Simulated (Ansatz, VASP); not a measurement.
## CoSn in two plane-wave programs

Wanted: the spread between two codes on one cell, functional and k mesh. The cell is taken from a series of runs on this material, whose earlier steps may have relaxed, scaled, displaced or heated it; both programs get it as it stands.

Calculated with Ansatz 0.2.0; plane waves, with VASP 6.6.1 beside it; relaxation of cell and atoms at PBE.

### Step 1. Set-up

The structure is hexagonal, space group P6/mmm (No. 191). The conventional cell has a = 5.297 Å, b = 5.297 Å, c = 4.230 Å, α = 90.00°, β = 90.00°, γ = 120.00°. Nearest to Co lie 6 Sn at 2.61 to 2.65 Å and 4 Co at 2.65 Å. Sn has 6 Co at 2.61 Å nearest. Nearest to Sn lie 6 Co at 2.65 Å. Farther neighbours are not listed.

### Step 2. Ansatz: relaxation of cell and atoms, PBE

Ansatz runs on its default PAW (the set named soft_2) files.

The relaxed volume is the usual yardstick between codes: in a stiff, nearly cubic crystal its relative difference is about their pressure difference at one cell divided by the bulk modulus.

The input, input.yaml:

```yaml
crystal:
  lattice:
    - [5.2966094578, 0.0, 0.0]
    - [-2.6483047289, 4.5869983444, 0.0]
    - [0.0, 0.0, 4.2302438921]
  atoms:
    - { symbol: Co, position: [0.0, 0.5, 0.0] }
    - { symbol: Co, position: [0.5, 0.5, 0.0] }
    - { symbol: Co, position: [0.5, 0.0, 0.0] }
    - { symbol: Sn, position: [0.6666666667, 0.3333333333, 0.5] }
    - { symbol: Sn, position: [0.3333333333, 0.6666666667, 0.5] }
    - { symbol: Sn, position: [0.0, 0.0, 0.0] }
kpoints:
  mp_grid: { grid: [10, 10, 8] }
hamiltonian:
  xc: pbe
scf:
  occupations: { method: methfessel_paxton, width: 0.15 }
output:
  forces: true
  stress: true
  eigenvalues: true
relax:
  adjacent_minimum: "off"
  f_tol: 0.001
  max_steps: 60
  cell: { stress_tol: 0.01 }
```

Command:

```sh
> ansatz run input.yaml --threads 16 --pin off --max-ram 61440MiB --backend cuda --events-out ev --progress --plain --runs-dir out
```

Numbers of over 12 decimals in the logs are rounded to 6 here.

The program printed:

```text
Engine: ansatz 0.2.0, aarch64-unknown-linux-gnu
Pseudopotentials: kind: paw
Pseudopotential: Co, paw, valence charge 17, recommended cutoff 420 eV (normal), Co.paw.azcp
Pseudopotential: Sn, paw, valence charge 14, recommended cutoff 420 eV (normal), Sn.paw.azcp
Functional definition: PBE
  parameter kappa = 0.804
  parameter beta = 0.066725
  exchange = pbe_x(kappa = kappa, mu = beta*pi^2/3)
  correlation = pbe_c(beta = beta)
device memory: the entry about to start is reckoned to put 5.9 GiB on a device that reports 182.5 GiB free
GPU FFT provider: cuFFT
GPU libraries: cuBLAS 13.8.1, cuFFT 12.4.0, cuSOLVER 12.3.2
GPU matrix products: emulated (plane waves: as basis.precision tells), large ones in fixed point in workspaces of 1.00 GiB
Crystal: 6 atoms, lattice volume = 102.776 Å³
Basis set: ecut = 420 eV, 2025 PW (Γ), exchange–correlation on 72×72×60 points (8 copies of the dense FFT grid, shifted against one another)
Bands: 56, of which v1, the nominal top of the filled ones, is band 47 counted from 1 (46 counted from 0)
Symmetry: 24 space group operations
Space group: P6/mmm (ITA 191), of the structure as read, at distance tolerance 4.7e-5 Å
k-points: 70 of 800
Non-local potential: Co, projectors of the file, l = 0: 3, l = 1: 2, l = 2: 3, l = 3: 1
Non-local potential: Sn, projectors of the file, l = 0: 2, l = 1: 2, l = 2: 2, l = 3: 2
PAW form: soft (Blöchl's): semilocal exchange-correlation on the pseudo side does not see the compensation charge
PAW one-centre angular grid: Co, 590 points (default); XC on 64 Gauss nodes
PAW one-centre angular grid: Sn, 590 points (default); XC on 64 Gauss nodes
Initial density: superposition of atomic densities (neutral atoms: chi_scale 0, normalization atom), corrected by the library's trained network
Initial wavefunctions: pseudopotential atomic-orbital guess
GPU buffer pool allocated for 38880 grid points (all kernels)
GPU transforms: local potential and band sums: pruned to the plane-wave sphere, on 36×36×30
Functional: x = pbe(κ = 0.804, μ = 0.219515), c = pbe(β = 0.066725)
SCF iter   1: F=—  HF=-33451.626351 eV  |F-HF|=—  |Δ(HF+E_count)|=         —  Δρ=1.08e-2  dr2=1.08e-1  ethr=1.77e-3  ⟨swp⟩=7.2  Hψ=15954  notcnv=0
preconditioner: auto → LDOS  [metal: Δε(μ)=0.047 eV  Ē_g=14.138 eV  σ=0.150 eV  W_gap=0.26  n_scr=26 (ndim 8)  ℏωp=30.4 eV  f_vac=0.021  D(μ)=1.88/eV (n_scr^D=8)  β→1.0]
SCF iter   2: F=—  HF=-33451.679909 eV  |F-HF|=—  |Δ(HF+E_count)|=   5.36e-2  S|Δr|=    0.00e0  Δρ=2.98e-2  dr2=7.04e-1  ethr=1.16e-4  ⟨swp⟩=2.3  Hψ=7552  notcnv=0  defer=93
SCF iter   3: F=—  HF=-33451.614565 eV  |F-HF|=—  |Δ(HF+E_count)|=   6.53e-2  S|Δr|=    0.00e0  Δρ=7.11e-3  dr2=3.49e-2  ethr=1.16e-4  ⟨swp⟩=2.0  Hψ=7202  notcnv=0  defer=93
SCF iter   4: F=—  HF=-33451.610252 eV  |F-HF|=—  |Δ(HF+E_count)|=   4.31e-3  S|Δr|=    0.00e0  Δρ=8.98e-4  dr2=5.47e-4  ethr=3.76e-5  ⟨swp⟩=1.7  Hψ=4673  notcnv=0  defer=1
SCF iter   5: F=—  HF=-33451.610767 eV  |F-HF|=—  |Δ(HF+E_count)|=   5.15e-4  S|Δr|=    0.00e0  Δρ=2.68e-4  dr2=5.09e-5  ethr=5.89e-7  ⟨swp⟩=2.0  Hψ=5065  notcnv=0  defer=1
SCF iter   6: F=—  HF=-33451.611377 eV  |F-HF|=—  |Δ(HF+E_count)|=   6.10e-4  S|Δr|=    0.00e0  Δρ=4.87e-5  dr2=9.92e-7  ethr=5.47e-8  ⟨swp⟩=2.0  Hψ=4683  notcnv=0  defer=1
SCF iter   7: F=—  HF=-33451.611378 eV  |F-HF|=—  |Δ(HF+E_count)|=   6.46e-7  S|Δr|=    0.00e0  Δρ=3.99e-5  dr2=9.77e-7  ethr=1.08e-10  ⟨swp⟩=9.9  Hψ=22748  notcnv=0
SCF iter   8: F=-33451.611378 eV  HF=-33451.611378 eV  |F-HF|=8.80e-10  |Δ(HF+E_count)|=   6.20e-8  S|Δr|=    0.00e0  Δρ=1.86e-6  dr2=6.02e-9  ethr=1.08e-10  ⟨swp⟩=3.8  Hψ=15956  notcnv=0
SCF 1 converged in 8 iterations: F = -33451.611378 eV  dr2 = 6.02e-9
  greatest PAW one-centre occupation: 1.001 electrons in one spin orbital (limit 2), on the Co atom at site 2 (counted from 0), in its partial waves of l = 1
relax step   1: F+E_penalty+E_count = -33451.61137773 eV  Δ(F+E_penalty+E_count) = +0.000e0 eV  max|allowed force component| = 1.110e-16 eV/Å  Δτ_max = 0.0000 Å  P = -0.056 GPa  Ω = 102.776 Å³  (8 SCF iters, dr2 threshold 1.00e-7 eV, accepted)
[...]
relax step   3: F+E_penalty+E_count = -33451.61148321 eV  Δ(F+E_penalty+E_count) = +3.111e-6 eV  max|allowed force component| = 4.780e-17 eV/Å  Δτ_max = 0.0000 Å  P = -0.001 GPa  Ω = 102.733 Å³  energy of the carried Pulay correction = +2.731e-5 eV  (5 SCF iters, dr2 threshold 2.52e-10 eV, accepted)
[...]
relax step   4: F+E_penalty+E_count = -33451.61144922 eV  Δ(F+E_penalty+E_count) = +3.400e-5 eV  max|allowed force component| = 7.247e-17 eV/Å  Δτ_max = 0.0000 Å  P = -0.001 GPa  Ω = 102.733 Å³  stress off target by 8.84e-4 GPa  SCF on the basis re-selected at this cell (its energy is not comparable with the rows above)  (6 SCF iters)
basis re-selected at this cell: Δ(F+E_penalty+E_count) = +3.400e-5 eV, ΔP = +0.000 GPa vs the last step (what re-selecting the basis moved, of the pressure what is left beyond the Pulay correction that the steps carried, after the strain that the cell walked since its last selection, with what the two solves' SCF thresholds leave and, on support functions, any second-order correction that the steps lacked; it is no m [...]
SCF converged after 6 iterations
Stability not checked: this state was not tested for a lower state beside it, because cold or Methfessel-Paxton smearing, or corrected tetrahedra, fill the levels in a way that the test cannot read (fill_not_monotonic; see scf.lower_state_search)
Free energy (F): -33451.611449 eV
Harris-Foulkes:  -33451.611449 eV  (|F-HF|=7.28e-12)
Internal energy: -33451.627306 eV  (E = F + TS)
E sigma→0 (E₀):  -33451.615413 eV
Entropy (-TS):   0.015857 eV (2.643 meV/atom)
Fermi energy:    14.586427 eV
Step filling:    the computed levels leave a gap of 0.0826 eV = 0.6 smearing widths at the electron count; against every level under it full and every level over it empty, smearing changes F+E_penalty+E_count by +8.149 meV and its σ→0 estimate by +4.185 meV
--- Per-component energies (eV) ---
  E_band       = -993.167768
  E_kinetic    = 1931.194838
  E_local      = -13445.434987  (includes V_loc(G=0)·N_el)
  E_nonlocal   = 1282.246767
  E_hartree    = 6353.245047
  E_xc         = -1623.862726
  E_vxc        = -903.720683  (∫ρ·V_xc dr)
  E_paw        = -16973.388460  (= ΣΔE_a)
  E_vpaw       = -2563.944050  (= ΣTr[D̂ρ^β])
  E_aug_tail   = 0.000251  (compensation charges beyond the density's cutoff)
  E_ewald      = -10975.628036
  E_smearing   = 0.015857  (= −TS)
  E_closure    = -0.000000  (closes the sum)
  Σ components = -33451.611449   (vs F -33451.611449, Δ=0.00e0)
--- Forces (eV/Å), atoms counted from 1 ---
  atom   1  Co     0.00000000    -0.00000000     0.00000000
  atom   2  Co     0.00000000     0.00000000     0.00000000
  atom   3  Co     0.00000000     0.00000000     0.00000000
  atom   4  Sn     0.00000000     0.00000000     0.00000000
  atom   5  Sn    -0.00000000    -0.00000000    -0.00000000
  atom   6  Sn     0.00000000     0.00000000     0.00000000
  max |Σ_I F_I| component: 9.25e-18 eV/Å
--- Stress (GPa, compression-positive) ---
       -0.000884       0.000000      -0.000000
       -0.000000      -0.000884       0.000000
       -0.000000       0.000000      -0.000527
  P = ⅓ Tr σ = -0.0008 GPa (-0.008 kbar)
--- Band table (eV; the first three rows and the last of 70) ---
  k-point 0: bands = [... 43 lower, 14.2021, 14.2220, 14.2220, 15.1425, 15.2147, 15.9800, 15.9800, 17.5280, ... 5 higher]
  k-point 1: bands = [... 43 lower, 14.2034, 14.2087, 14.2087, 15.1426, 15.2151, 15.7769, 15.7769, 17.6377, ... 5 higher]
  k-point 2: bands = [... 43 lower, 14.1782, 14.2044, 14.2044, 15.0614, 15.1429, 15.1638, 15.1638, 16.7811, ... 5 higher]
  k-point 69: bands = [... 43 lower, 14.0122, 14.0216, 14.0260, 14.1536, 14.5081, 15.8128, 17.5088, 17.6627, ... 5 higher]
--- Relaxed structure (3 steps of the walk, 3 accepted, 1 SCFs on fresh bases) ---
  F+E_penalty+E_count = -33451.61144922 eV   max|allowed force component| = 7.247e-17 eV/Å   (the final SCF, on the basis selected at the relaxed cell)
  cell:  # Å, volume = 102.7325 Å³
    - [5.298188, 0.0, 0]
    - [-2.649094, 4.588366, 0]
    - [0, 0, 4.225932]
  atoms:
    - { symbol: Co, position: [5.551115123125783e-17, 0.500000, 0] }
    - { symbol: Co, position: [0.5, 0.500000, 0] }
    - { symbol: Co, position: [0.5, 0, 0] }
    - { symbol: Sn, position: [0.666667, 0.333333, 0.5] }
    - { symbol: Sn, position: [0.333333, 0.666667, 0.5] }
    - { symbol: Sn, position: [0, 0, 0] }
```

### Step 3. VASP: relaxation of cell and atoms, PBE

The same cell, functional, mesh and smearing now go to VASP, with its own data sets.

Lines of VASP's logs that name or quote its potential files are left out, and so is its time.

The input, INCAR:

```
SYSTEM = CoSn
PREC = Accurate
ENCUT = 600
EDIFF = 1E-07
NELM = 120
ISMEAR = 1
SIGMA = 0.15
LREAL = .FALSE.
ALGO = Normal
GGA = PE
NBANDS = 42
LASPH = .TRUE.
LORBIT = 11
LWAVE = .FALSE.
LCHARG = .FALSE.
ISIF = 3
IBRION = 2
NSW = 80
EDIFFG = -0.005
GGA_COMPAT = .FALSE.
NELMIN = 4
KPAR = 2
```

The input, POSCAR:

```
CoSn
1.0
    5.2966090000      0.0000000000      0.0000000000
   -2.6483050000      4.5869980000      0.0000000000
    0.0000000000      0.0000000000      4.2302440000
Co Sn
3 3
Direct
    0.0000000944      0.5000000000      0.0000000000
    0.5000000000      0.5000000000      0.0000000000
    0.5000000944      0.0000000000      0.0000000000
    0.6666667562      0.3333332607      0.5000000000
    0.3333334326      0.6666667393      0.5000000000
    0.0000000000      0.0000000000      0.0000000000
```

The input, KPOINTS:

```
Automatic mesh
0
Gamma
10 10 8
0 0 0
```

The projector-augmented-wave data sets are Co and Sn_d (PBE family, release 64).

Command:

```sh
> mpirun -np 2 vasp_std
```

The program printed:

```text
[banner, memory and clock lines left out]
running    2 mpi-ranks, on    1 nodes
 distrk:  each k-point on    1 cores,    2 groups
 distr:  one band on    1 cores,    1 groups

 POSCAR found type information on POSCAR CoSn
 POSCAR found :  2 types and       6 ions
 LDA part: xc-table for (Slater+PW92), standard interpolation
 POSCAR, INCAR and KPOINTS ok, starting setup
 FFT: planning ... GRIDC
 FFT: planning ... GRID_SOFT
 FFT: planning ... GRID
 WAVECAR not read
 entering main loop
       N       E                     dE             d eps       ncg     rms          rms(c)
DAV:   1     0.724917284015E+03    0.72492E+03   -0.34630E+04  5908   0.283E+03
DAV:   2     0.780635655794E+02   -0.64685E+03   -0.63166E+03  5880   0.671E+02
DAV:   3    -0.297226913083E+02   -0.10779E+03   -0.10487E+03  5950   0.244E+02
DAV:   4    -0.356065237558E+02   -0.58838E+01   -0.58167E+01  6914   0.620E+01
DAV:   5    -0.357908901367E+02   -0.18437E+00   -0.18413E+00  8004   0.102E+01    0.144E+01
DAV:   6    -0.374939481629E+02   -0.17031E+01   -0.31797E+01  6998   0.539E+01    0.159E+01
DAV:   7    -0.334483111867E+02    0.40456E+01   -0.17590E+01  6878   0.412E+01    0.481E+00
DAV:   8    -0.332726829892E+02    0.17563E+00   -0.15510E+00  6390   0.841E+00    0.146E+00
DAV:   9    -0.332490655192E+02    0.23617E-01   -0.17123E-01  7104   0.455E+00    0.502E-01
DAV:  10    -0.332484245801E+02    0.64094E-03   -0.13273E-02  6642   0.978E-01    0.321E-01
DAV:  11    -0.332474359112E+02    0.98867E-03   -0.19334E-03  7554   0.434E-01    0.983E-02
DAV:  12    -0.332475038391E+02   -0.67928E-04   -0.36723E-04  7418   0.144E-01    0.293E-02
DAV:  13    -0.332475094072E+02   -0.55681E-05   -0.44875E-05  6692   0.726E-02    0.958E-03
DAV:  14    -0.332475091583E+02    0.24886E-06   -0.41622E-06  7270   0.146E-02    0.380E-03
DAV:  15    -0.332475084647E+02    0.69362E-06   -0.96745E-07  6344   0.775E-03    0.102E-03
DAV:  16    -0.332475083970E+02    0.67734E-07   -0.86509E-08  4148   0.305E-03
   1 F= -.33247508E+02 E0= -.33252791E+02  d E =-.332475E+02
[...]
2 F= -.33247652E+02 E0= -.33252961E+02  d E =-.143298E-03
[...]
3 F= -.33247671E+02 E0= -.33252973E+02  d E =-.162351E-03
[...]
4 F= -.33247670E+02 E0= -.33252974E+02  d E =-.162071E-03
 curvature:  -0.31 expect dE=-0.237E-04 dE for cont linesearch -0.241E-06
 ZBRENT: accuracy reached
 trial: gam= 0.21749 g(F)=  0.541E-40 g(S)=  0.758E-04 ort =-0.183E-04 (trialstep = 0.952E+00)
 search vector abs. value=  0.884E-04
 bond charge predicted
       N       E                     dE             d eps       ncg     rms          rms(c)
DAV:   1    -0.332483412732E+02   -0.67076E-03   -0.14508E-02  6518   0.119E+00    0.187E-01
DAV:   2    -0.332486164480E+02   -0.27517E-03   -0.57761E-03  6994   0.944E-01    0.229E-01
DAV:   3    -0.332477893272E+02    0.82712E-03   -0.31720E-03  6646   0.620E-01    0.696E-02
DAV:   4    -0.332476875384E+02    0.10179E-03   -0.25381E-04  7262   0.187E-01    0.133E-02
DAV:   5    -0.332476833296E+02    0.42089E-05   -0.40409E-05  6636   0.746E-02    0.522E-03
DAV:   6    -0.332476824220E+02    0.90759E-06   -0.48220E-06  6876   0.224E-02    0.225E-03
DAV:   7    -0.332476823193E+02    0.10263E-06   -0.20468E-07  4228   0.546E-03    0.112E-03
DAV:   8    -0.332476822594E+02    0.59961E-07   -0.84901E-08  3042   0.349E-03
   5 F= -.33247682E+02 E0= -.33253005E+02  d E =-.117913E-04
 trial-energy change:   -0.000012  1 .order   -0.000018   -0.000068    0.000032
 step:   0.5606(harm=  0.6480)  dis= 0.00000  next Energy=   -33.247689 (dE=-0.188E-04)
 reached required accuracy - stopping structural energy minimisation
```

(Part 1 of 2 ends here.)

[Lines on the potential files, build, host, timing and source positions are cut from VASP's logs without a mark.]

[Logs are printed without paths, hosts, clocks, repeated set-up lines and the standing remarks that a program may print on its own settings, such as how far it seeks lower states.]

[Hosts, paths, dates, database ids (printed as entryN), source tags and the programs' standing remarks are cut or masked in the printed files.]
